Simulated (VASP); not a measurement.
```yaml
crystal:
  lattice:
    - [4.39718, 0.00000, 0.00000]
    - [0.00000, 4.39718, 0.00000]
    - [0.00000, 0.00000, 2.85113]
  atoms:
    - { symbol: Mn, position: [0.00000, 0.00000, 0.00000], spin: 2.4 }
    - { symbol: Mn, position: [0.50000, 0.50000, 0.50000], spin: -2.4 }
    - { symbol: O, position: [0.30350, 0.30350, 0.00000] }
    - { symbol: O, position: [0.80350, 0.19650, 0.50000] }
    - { symbol: O, position: [0.19650, 0.80350, 0.50000] }
    - { symbol: O, position: [0.69650, 0.69650, 0.00000] }
```

Computed with optB86b-vdW, VASP's PBE PAW potentials (set 64) (plane waves; VASP). Numerical set-up: 520 eV cut-off, Gaussian smearing of 0.050 eV, potentials Mn_pv O.

Give the spin-up energies of bands 16 to 29 at the high-symmetry points, in eV from the Fermi level.

```
band      Γ      Y     C0      Z     A0      T      S      R
----  -----  -----  -----  -----  -----  -----  -----  -----
16    -4.03  -4.10  -4.10  -5.02  -4.89  -4.89  -4.75  -5.04
17    -3.96  -3.98  -3.98  -4.63  -4.61  -4.61  -4.51  -3.92
18    -3.42  -3.11  -3.11  -4.16  -4.12  -4.12  -4.20  -3.89
19    -2.23  -2.51  -2.51  -4.02  -3.13  -3.13  -3.52  -3.70
20    -2.15  -2.48  -2.48  -3.44  -2.24  -2.24  -2.86  -3.56
21    -1.61  -2.30  -2.30  -2.91  -2.05  -2.05  -1.85  -1.89
22    -1.53  -2.12  -2.12  -2.54  -1.86  -1.86  -1.47  -1.88
23    -1.14  -2.10  -2.10  -1.85  -1.54  -1.54  -1.42  -1.72
24    -1.09  -2.07  -2.07  -0.75  -0.70  -0.70  -1.16  -1.68
25    -0.43  -0.34  -0.34   0.03  -0.59  -0.59  -0.44  -1.16
26    -0.27   0.25   0.25   1.07   0.90   0.90   0.70   0.81
27     0.26   0.26   0.26   1.21   1.11   1.11   1.07   1.24
28     1.17   2.07   2.07   1.60   1.41   1.41   1.69   1.26
29     1.90   2.26   2.26   1.96   1.98   1.98   2.47   1.36
```

Give the spin-down energies of bands 16 to 29 at the high-symmetry points, in eV from the Fermi level.

| band | Γ | Y | C0 | Z | A0 | T | S | R |
|---|---|---|---|---|---|---|---|---|
| 16 | -4.03 | -4.10 | -4.10 | -5.02 | -4.89 | -4.89 | -4.75 | -5.04 |
| 17 | -3.96 | -3.98 | -3.98 | -4.63 | -4.61 | -4.61 | -4.51 | -3.92 |
| 18 | -3.42 | -3.11 | -3.11 | -4.16 | -4.12 | -4.12 | -4.20 | -3.89 |
| 19 | -2.23 | -2.51 | -2.51 | -4.02 | -3.13 | -3.13 | -3.52 | -3.70 |
| 20 | -2.15 | -2.48 | -2.48 | -3.44 | -2.24 | -2.24 | -2.86 | -3.56 |
| 21 | -1.61 | -2.30 | -2.30 | -2.91 | -2.05 | -2.05 | -1.85 | -1.89 |
| 22 | -1.53 | -2.12 | -2.12 | -2.54 | -1.86 | -1.86 | -1.47 | -1.88 |
| 23 | -1.14 | -2.10 | -2.10 | -1.85 | -1.54 | -1.54 | -1.42 | -1.72 |
| 24 | -1.09 | -2.07 | -2.07 | -0.75 | -0.70 | -0.70 | -1.16 | -1.68 |
| 25 | -0.43 | -0.34 | -0.34 | 0.03 | -0.59 | -0.59 | -0.44 | -1.16 |
| 26 | -0.27 | 0.25 | 0.25 | 1.07 | 0.90 | 0.90 | 0.70 | 0.81 |
| 27 | 0.26 | 0.26 | 0.26 | 1.21 | 1.11 | 1.11 | 1.07 | 1.24 |
| 28 | 1.17 | 2.07 | 2.07 | 1.60 | 1.41 | 1.41 | 1.69 | 1.26 |
| 29 | 1.90 | 2.26 | 2.26 | 1.96 | 1.98 | 1.98 | 2.47 | 1.36 |

It has no gap at this level: it comes out as a metal or semimetal.

The compound is MnO2 in the rutile structure. It was relaxed first.
